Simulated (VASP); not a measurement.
VASP ran on this input.

POSCAR:
```
Ba(MgAs)2
1.0
  4.4226343812   0.0000000000   0.0000000000
 -2.2113171906   3.8301138985   0.0000000000
  0.0000000000   0.0000000000   7.5967337066
Ba Mg As
1 2 2
Cart
  4.4226343812   0.0000000000   0.0000000000
  2.2113194019   1.2767033561   2.8572440342
 -0.0000022113   2.5534105424   4.7394896724
  2.2113194019   1.2767033561   5.5343237844
 -0.0000022113   2.5534105424   2.0624099222
```

INCAR:
```
SYSTEM=Ba(MgAs)2
PREC=Accurate; ENCUT=400; LREAL=.FALSE.
LASPH=.TRUE.
EDIFF=1E-6; NELM=100; ALGO=Normal
LMAXMIX=4
ISMEAR=0; SIGMA=0.05
IBRION=2; NSW=60; ISIF=3
EDIFFG=-0.02
LWAVE=.FALSE.; LCHARG=.FALSE.
```

**KPOINTS**
```
Automatic mesh
0
Gamma
5 5 3
0 0 0
```

POTCAR, in this order: Ba_sv Mg As (LDA.64 set). Program: vasp_std.

Problem. Write an equivalent input for Ansatz.

Solution. One equivalent input (not run):
Ansatz 0.2 input:
```yaml
crystal:
  lattice:
    - [4.4226344, 0.0000000, 0.0000000]
    - [-2.2113172, 3.8301139, 0.0000000]
    - [0.0000000, 0.0000000, 7.5967337]
  atoms:
    - { symbol: Ba, position: [1.0000000, 0.0000000, 0.0000000] }
    - { symbol: Mg, position: [0.6666670, 0.3333330, 0.3761148] }
    - { symbol: Mg, position: [0.3333330, 0.6666670, 0.6238852] }
    - { symbol: As, position: [0.6666670, 0.3333330, 0.7285136] }
    - { symbol: As, position: [0.3333330, 0.6666670, 0.2714864] }
kpoints:
  mp_grid: { grid: [5, 5, 3] }
hamiltonian:
  xc: lda
  pseudopotentials: { kind: paw }
scf:
  occupations: { method: gaussian, width: 0.05 }
  max_iter: 100
relax:
  max_steps: 60
  f_tol: 0.02
  cell: {}
output: { forces: true, stress: true, eigenvalues: true }
```
What does not carry over: each code has its own PAW files, so the cut-off isn't converted (ENCUT is set for VASP's; basis.ecutwfc is left out, and Ansatz then takes the one that its files recommend); Ansatz stops its SCF on the density residual and VASP on the energy change (EDIFF); Ansatz's lda is the Perdew-Wang form, while the LDA potentials of VASP carry Perdew-Zunger's.

The structure comes from a computed database's BaMg2As2 entry (P-3m1); how it stands against other phases isn't given here. It was relaxed first, which changed the volume by -5 %. The start is the result of an earlier pass.
